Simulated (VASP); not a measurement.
# BaY (Pm-3m) in VASP: reference runs

How does BaY come out in PBE? The cell is run as given.

Everything below comes from runs of VASP 6.6.1. Logs are shortened: lines on timing, memory, paths and dates and some standing lists are left out, and cuts for length are marked.

## (1) Starting point

The structure is cubic, space group Pm-3m (No. 221). Conventional cell: a = 4.420 Å, b = 4.420 Å, c = 4.420 Å, α = 90.00°, β = 90.00°, γ = 90.00°. Ba (site symmetry m-3m) is surrounded by 8 Y at 3.83 Å. Y (site symmetry m-3m) has 8 Ba at 3.83 Å as nearest neighbours.

The cell was built by a generator and needn't be a form met in nature.

## (2) Single point, PBE

The input, INCAR:

```
SYSTEM = BaY
  PREC = Accurate
  ENCUT = 520
  EDIFF = 1E-7
  ISMEAR = -1
  SIGMA = 0.05
  LREAL = .FALSE.
  LASPH = .TRUE.
  NELM = 80
  ALGO = Normal
  ISIF = 2
  LWAVE = .FALSE.
  LCHARG = .FALSE.
  GGA = PE
  NBANDS = 18
```

The input, KPOINTS:

```
regular mesh
0
G
  6 6 6
  0 0 0
```

The input, POSCAR:

```
BaY
1.0
    4.4203700000      0.0000000000      0.0000000000
    0.0000000000      4.4203700000      0.0000000000
    0.0000000000      0.0000000000      4.4203700000
Ba Y
1 1
Direct
    0.0000000000      0.0000000000      0.0000000000
    0.5000000000      0.5000000000      0.5000000000
```

Potentials or basis: VASP PAW PBE potentials, release 64 (Ba_sv, Y_sv).

The run is started by

```
$ cat potpaw_PBE.64/Ba_sv/POTCAR potpaw_PBE.64/Y_sv/POTCAR > POTCAR
$ mpirun -np 1 vasp_std > vasp.out
```

OUTCAR:

```text
SYSTEM = BaY
   PREC = Accurate
   ENCUT = 520
   EDIFF = 1E-7
   ISMEAR = -1
   LREAL = .FALSE.
   LASPH = .TRUE.
   NELM = 80
   ISIF = 2
   GGA = PE

 ion  position               nearest neighbor table
   1  0.000  0.000  0.000-   2 3.83   2 3.83   2 3.83   2 3.83   2 3.83   2 3.83   2 3.83   2 3.83

   2  0.500  0.500  0.500-   1 3.83   1 3.83   1 3.83   1 3.83   1 3.83   1 3.83   1 3.83   1 3.83

  LATTYP: Found a simple cubic cell.
 ALAT       =     4.4203700000

  Lattice vectors:

 A1 = (   4.4203700000,   0.0000000000,   0.0000000000)
 A2 = (   0.0000000000,   4.4203700000,   0.0000000000)
 A3 = (   0.0000000000,   0.0000000000,   4.4203700000)

Analysis of symmetry for initial positions (statically):
=====================================================================
 Subroutine PRICEL returns:
 Original cell was already a primitive cell.

 Routine SETGRP: Setting up the symmetry group for a
 simple cubic supercell.

 Subroutine GETGRP returns: Found 48 space group operations
 (whereof 48 operations were pure point group operations)
 out of a pool of 48 trial point group operations.

The static configuration has the point symmetry O_h .

Analysis of symmetry for dynamics (positions and initial velocities):
=====================================================================
 Subroutine PRICEL returns:
 Original cell was already a primitive cell.

 Routine SETGRP: Setting up the symmetry group for a
 simple cubic supercell.

 Subroutine GETGRP returns: Found 48 space group operations
 (whereof 48 operations were pure point group operations)
 out of a pool of 48 trial point group operations.

The dynamic configuration has the point symmetry O_h .

 Subroutine INISYM returns: Found 48 space group operations
 (whereof 48 operations are pure point group operations),
 and found     1 'primitive' translations

----------------------------------------------------------------------------------------

                                     Primitive cell

  volume of cell :      86.3726

  direct lattice vectors                    reciprocal lattice vectors
     4.420370000  0.000000000  0.000000000     0.226225406  0.000000000  0.000000000
     0.000000000  4.420370000  0.000000000     0.000000000  0.226225406  0.000000000
     0.000000000  0.000000000  4.420370000     0.000000000  0.000000000  0.226225406

  length of vectors
     4.420370000  4.420370000  4.420370000     0.226225406  0.226225406  0.226225406

  position of ions in fractional coordinates (direct lattice)
     0.000000000  0.000000000  0.000000000
     0.500000000  0.500000000  0.500000000

  ion indices of the primitive-cell ions
   primitive index   ion index
                 1           1
                 2           2

----------------------------------------------------------------------------------------

 KPOINTS: regular mesh

Automatic generation of k-mesh.
 Grid dimensions read from file:
 generate k-points for:    6    6    6

 Generating k-lattice:

  Cartesian coordinates                     Fractional coordinates (reciprocal lattice)
     0.037704234  0.000000000  0.000000000     0.166666667  0.000000000  0.000000000
     0.000000000  0.037704234  0.000000000     0.000000000  0.166666667  0.000000000
     0.000000000  0.000000000  0.037704234     0.000000000  0.000000000  0.166666667

  Length of vectors
     0.037704234  0.037704234  0.037704234

  Shift w.r.t. Gamma in fractional coordinates (k-lattice)
     0.000000000  0.000000000  0.000000000

 Subroutine IBZKPT returns following result:
 ===========================================

 Found     20 irreducible k-points:

 Following reciprocal coordinates:
            Coordinates               Weight
  0.000000  0.000000  0.000000      1.000000
  0.166667  0.000000  0.000000      6.000000
  0.333333  0.000000  0.000000      6.000000
  0.500000  0.000000  0.000000      3.000000
  0.166667  0.166667  0.000000     12.000000
  0.333333  0.166667  0.000000     24.000000
[... 12 lines left out ...]
  0.500000  0.500000  0.333333      6.000000
  0.500000  0.500000  0.500000      1.000000
   k-points           NKPTS =     20   k-points in BZ     NKDIM =     20   number of bands    NBANDS=     18
   number of dos      NEDOS =    301   number of ions     NIONS =      2
   total plane-waves  NPLWV =  46656
   dimension x,y,z NGX =    36 NGY =   36 NGZ =   36
   dimension x,y,z NGXF=    72 NGYF=   72 NGZF=   72
   ions per type =               1   1
   NGX,Y,Z   is equivalent  to a cutoff of  13.54, 13.54, 13.54 a.u.
   NGXF,Y,Z  is equivalent  to a cutoff of  27.08, 27.08, 27.08 a.u.
 SYSTEM =  BaY
   PREC   = accura    normal or accurate (medium, high low for compatibility)
   ISTART =      0    job   : 0-new  1-cont  2-samecut
   ICHARG =      2    charge: 1-file 2-atom 10-const
   ISPIN  =      1    spin polarized calculation?
   LNONCOLLINEAR =      F non collinear calculations
   LSORBIT =      F    spin-orbit coupling
   LASPH  =      T    aspherical Exc in radial PAW
   ENCUT  =  520.0 eV  38.22 Ry    6.18 a.u.   8.22  8.22  8.22*2*pi/ulx,y,z
   NELM   =     80;   NELMIN=  2; NELMDL= -5     # of ELM steps
   EDIFF  = 0.1E-06   stopping-criterion for ELM
   LREAL  =      F    real-space projection
   EDIFFG = 0.1E-05   stopping-criterion for IOM
   NSW    =      0    number of steps for IOM
   IBRION =     -1    ionic relax: 0-MD 1-quasi-New 2-CG
   NFREE  =      0    steps in history (QN), initial steepest desc. (CG)
   ISIF   =      2    stress and relaxation
   ISYM   =      2    0-nonsym 1-usesym 2-fastsym
   POTIM  = 0.5000    time-step for ionic-motion
   TEBEG  =    0.0;   TEEND  =   0.0 temperature during run
   PSTRESS=    0.0 pullay stress
   NELECT =      21.0000    total number of electrons
   NUPDOWN=      -1.0000    fix difference up-down
   EMIN   =  10.00;   EMAX   =-10.00  energy-range for DOS
   EFERMI =   0.00;   METHOD = LEGACY
   ISMEAR =    -1;   SIGMA  =   0.05  broadening in eV -4-tet -1-fermi 0-gaus
   EFERMI_NEDOS =   21; number of points for ismear=-14 and -15
   IALGO  =     38    algorithm
   IMIX   =      4    mixing-type and parameters
     AMIX     =   0.40;   BMIX     =  1.00
     AMIX_MAG =   1.60;   BMIX_MAG =  1.00
  volume/ion in A,a.u.               =      43.19       291.44
  Fermi-wavevector in a.u.,A,eV,Ry     =   1.021777  1.930878 14.204857  1.044028
  Thomas-Fermi vector in A             =   2.155420
   LORBIT       =      0    0 simple, 1 ext, 2 COOP (PROOUT), +10 PAW based schemes
   GGA     = PE    functional components
   LHFCALC =     F    Hartree Fock is set to
   AEXX    =    0.0000 exact exchange contribution
   IVDW    =     0    specifies the selected vdW correction
   LEPSILON=     F    determine dielectric tensor
   LRPA    =     F    only Hartree local field effects (RPA)
 non-spin polarized calculation
  energy-cutoff  :      520.00
  volume of cell :       86.37
 maximum number of plane-waves:      2360
 NGX is ok and might be reduce to    36
   NGX = 17   NGY = 17   NGZ = 17

 number of electron      21.0000000 magnetization

 Free energy of the ion-electron system (eV)
  ---------------------------------------------------
  ext. energy  EPLUGINS =         0.00000000
  ---------------------------------------------------
  free energy    TOTEN  =        -7.67567944 eV

  energy without entropy =       -7.64918377  energy(sigma->0) =       -7.66243161

 E-fermi :   2.4837     XC(G=0):  -8.5701

 val. band max:        2.4685892521   @ k =   0.5000   0.3333   0.3333
 cond. band min:       2.6237661720   @ k =   0.5000   0.1667   0.0000
 fundamental gap:      0.1551769199
 Fermi energy:         2.4836893473

 k-point     1 :       0.0000    0.0000    0.0000
  band No.  band energies     occupation
      1     -41.1772      2.00000
      2     -25.4647      2.00000
      3     -21.1041      2.00000
      4     -21.1041      2.00000
      5     -21.1041      2.00000
      6     -10.5999      2.00000
[... 10 lines left out ...]
     17       7.6252      0.00000
     18       7.6252      0.00000

 k-point     2 :       0.1667    0.0000    0.0000
  band No.  band energies     occupation
      1     -41.1769      2.00000
      2     -25.4611      2.00000
      3     -21.1107      2.00000
      4     -21.1032      2.00000
      5     -21.1032      2.00000
      6     -10.6899      2.00000
[... 10 lines left out ...]
     17       6.2741      0.00000
     18       6.2741      0.00000

 k-point     3 :       0.3333    0.0000    0.0000
  band No.  band energies     occupation
      1     -41.1763      2.00000
      2     -25.4538      2.00000
      3     -21.1240      2.00000
      4     -21.1014      2.00000
      5     -21.1014      2.00000
      6     -10.8613      2.00000
[... 10 lines left out ...]
     17       5.1632      0.00000
     18       5.4620      0.00000

 k-point     4 :       0.5000    0.0000    0.0000
  band No.  band energies     occupation
      1     -41.1760      2.00000
      2     -25.4502      2.00000
      3     -21.1305      2.00000
      4     -21.1005      2.00000
      5     -21.1005      2.00000
      6     -10.9432      2.00000
[... 10 lines left out ...]
     17       4.6925      0.00000
     18       5.2369      0.00000

 k-point     5 :       0.1667    0.1667    0.0000
  band No.  band energies     occupation
      1     -41.1766      2.00000
      2     -25.4572      2.00000
      3     -21.1118      2.00000
      4     -21.1089      2.00000
      5     -21.1023      2.00000
      6     -10.6935      2.00000
[... 10 lines left out ...]
     17       5.7221      0.00000
     18       5.9436      0.00000

 k-point     6 :       0.3333    0.1667    0.0000
  band No.  band energies     occupation
      1     -41.1760      2.00000
      2     -25.4493      2.00000
      3     -21.1247      2.00000
      4     -21.1094      2.00000
      5     -21.1006      2.00000
      6     -10.8462      2.00000
[... 10 lines left out ...]
     17       5.6498      0.00000
     18       5.9112      0.00000

 k-point     7 :       0.5000    0.1667    0.0000
  band No.  band energies     occupation
      1     -41.1757      2.00000
      2     -25.4454      2.00000
      3     -21.1316      2.00000
      4     -21.1091      2.00000
      5     -21.0997      2.00000
      6     -10.9241      2.00000
[... 10 lines left out ...]
     17       5.4948      0.00000
     18       5.9250      0.00000

 k-point     8 :       0.3333    0.3333    0.0000
  band No.  band energies     occupation
      1     -41.1754      2.00000
      2     -25.4403      2.00000
      3     -21.1273      2.00000
      4     -21.1243      2.00000
      5     -21.0990      2.00000
      6     -10.8251      2.00000
[... 10 lines left out ...]
     17       5.8313      0.00000
     18       6.6166      0.00000
[... 145 lines left out ...]
     17       6.0692      0.00000
     18       7.6817      0.00000

 k-point    16 :       0.5000    0.5000    0.1667
  band No.  band energies     occupation
      1     -41.1746      2.00000
      2     -25.4267      2.00000
      3     -21.1338      2.00000
      4     -21.1338      2.00000
      5     -21.1057      2.00000
      6     -10.8627      2.00000
[... 10 lines left out ...]
     17       6.6676      0.00000
     18       8.1390      0.00000

 k-point    17 :       0.3333    0.3333    0.3333
  band No.  band energies     occupation
      1     -41.1746      2.00000
      2     -25.4271      2.00000
      3     -21.1238      2.00000
      4     -21.1238      2.00000
      5     -21.1236      2.00000
      6     -10.7921      2.00000
[... 10 lines left out ...]
     17       6.9037      0.00000
     18       6.9043      0.00000

 k-point    18 :       0.5000    0.3333    0.3333
  band No.  band energies     occupation
      1     -41.1743      2.00000
      2     -25.4226      2.00000
      3     -21.1319      2.00000
      4     -21.1235      2.00000
      5     -21.1226      2.00000
      6     -10.8635      2.00000
[... 10 lines left out ...]
     17       6.8872      0.00000
     18       6.9458      0.00000

 k-point    19 :       0.5000    0.5000    0.3333
  band No.  band energies     occupation
      1     -41.1740      2.00000
      2     -25.4183      2.00000
      3     -21.1313      2.00000
      4     -21.1313      2.00000
      5     -21.1219      2.00000
      6     -10.8561      2.00000
[... 10 lines left out ...]
     17       6.3619      0.00000
     18       7.3999      0.00000

 k-point    20 :       0.5000    0.5000    0.5000
  band No.  band energies     occupation
      1     -41.1738      2.00000
      2     -25.4141      2.00000
      3     -21.1300      2.00000
      4     -21.1300      2.00000
      5     -21.1300      2.00000
      6     -10.8528      2.00000
[... 10 lines left out ...]
     17       5.3858      0.00000
     18       8.2733      0.00000

------------------------ aborting loop because EDIFF is reached ----------------------------------------

  FORCE on cell =-STRESS in cart. coord.  units (eV):
  Direction    XX          YY          ZZ          XY          YZ          ZX
  --------------------------------------------------------------------------------------
  -------------------------------------------------------------------------------------
  Total        0.0184981      0.0184981      0.0184981      0.0000000     -0.0000000      0.0000000
  in kB        0.3431319      0.3431319      0.3431319      0.0000000     -0.0000000      0.0000000
  external PRESSURE =       0.3431319 kB  Pullay stress =       0.0000000 kB

 VOLUME and BASIS-vectors are now :
 -----------------------------------------------------------------------------
  energy-cutoff  :      520.00
  volume of cell :       86.37
      direct lattice vectors                 reciprocal lattice vectors
     4.420370000  0.000000000  0.000000000     0.226225406  0.000000000  0.000000000
     0.000000000  4.420370000  0.000000000     0.000000000  0.226225406  0.000000000
     0.000000000  0.000000000  4.420370000     0.000000000  0.000000000  0.226225406

 POSITION                                       TOTAL-FORCE (eV/Angst)
 -----------------------------------------------------------------------------------
      0.00000      0.00000      0.00000         0.000000      0.000000      0.000000
      2.21019      2.21019      2.21019         0.000000      0.000000      0.000000
 -----------------------------------------------------------------------------------
    total drift:                                0.000000      0.000000      0.000000

  FREE ENERGIE OF THE ION-ELECTRON SYSTEM (eV)
  ---------------------------------------------------
  free  energy   TOTEN  =        -7.6756794404 eV

  energy  without entropy=       -7.6491837732  energy(sigma->0) =       -7.66243161
```

Run time: 34 s. Hardware: 1 thread of Intel Xeon 6975P-C (Granite Rapids), shared host; peak memory 0.22 GiB.

Results:

| Property | Result |
| --- | --- |
| Free energy | -7.6757 eV |
| Pressure | 0.0 GPa |
| Band gap on the k mesh | none (metal or under the smearing width) |
